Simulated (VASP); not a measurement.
Write the native input for VASP 6.6.1 that does the following.

| Property | Result |
| --- | --- |
| Task | single point |
| Functional | LDA |
| Potentials or basis | VASP PAW LDA potentials, release 64 (C) |
| Cutoff | 520 eV |
| k mesh | 24 × 24 × 6 |
| Occupations | gaussian, width 0.15 eV |
| Spin | no spin polarisation |
| Dipole correction | no |
| Further INCAR settings | ALGO = Normal; EDIFF = 1e-06; NBANDS = 11 |

The structure of C lies in POSCAR:

```
C
1.0
    2.4193276098      0.0000000000      0.0000000000
   -1.2096638049      2.0951991701      0.0000000000
    0.0000000000      0.0000000000      8.2680892592
C
2
Direct
    0.3333333333      0.6666666667      0.0000000000
    0.6666666667      0.3333333333      0.0000000000
```

The cell isn't the ideal one: strain -0.015 along x and y, -0.030 along z, atoms carried along.

The input as run:

INCAR

```
PREC     = Accurate       # precision mode
ENCUT    = 520            # plane-wave cutoff, eV
EDIFF    = 1E-6           # SCF threshold, eV
ISMEAR   = 0              # smearing method
SIGMA    = 0.15           # smearing width, eV
LREAL    = F              # projectors in reciprocal space
LASPH    = T              # aspherical terms in the spheres
NELM     = 100            # most SCF steps
ALGO     = Normal         # electronic algorithm
ISIF     = 2              # what is computed and relaxed
LWAVE    = F              # write WAVECAR
LCHARG   = F              # write CHGCAR
NBANDS   = 11             # bands
```

KPOINTS

```
regular mesh
0
Gamma
  24 24 6
```

Potentials or basis: VASP PAW LDA potentials, release 64 (C).

Command:

```sh
$ cat potpaw_LDA.64/C/POTCAR > POTCAR
$ mpirun -np 1 vasp_std > vasp.out
```

Results of the run:

```yaml
Band_gap_on_the_k_mesh: none (metal or under the smearing width)
```

Run time: 40 s on 1 thread of Intel(R) Xeon(R) 6975P-C (Granite Rapids), on a shared host, peak memory 0.2 GiB.
